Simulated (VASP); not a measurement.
```yaml
crystal:
  lattice:
    - [3.01006, 0.00000, 0.00000]
    - [0.00000, 3.01006, 0.00000]
    - [0.00000, 0.00000, 3.01006]
  atoms:
    - { symbol: Ti, position: [0.00000, 0.00000, 0.00000] }
    - { symbol: S, position: [0.50000, 0.50000, 0.50000] }
```

These are PBEsol GGA, VASP's PBE PAW potentials (set 64) (plane waves; VASP 6.6.1) values and carry that method's errors. Run with 400 eV cut-off, Gaussian smearing of 0.050 eV, potentials Ti_sv S.

**Question.** Estimate the band gap (along the path) with the smallest direct gap where there is one.

**Answer.** 
| Property | Value |
|---|---|
| band gap (along the path) | none (metal, semimetal or under 0.01 eV) |

The absolute energy has meaning only against runs of the same code, potentials and settings.

The structure was generated: TiS was put into the CsCl type type (Pm-3m), which need not be its known phase. It was relaxed first, which changed the volume by -33 %.
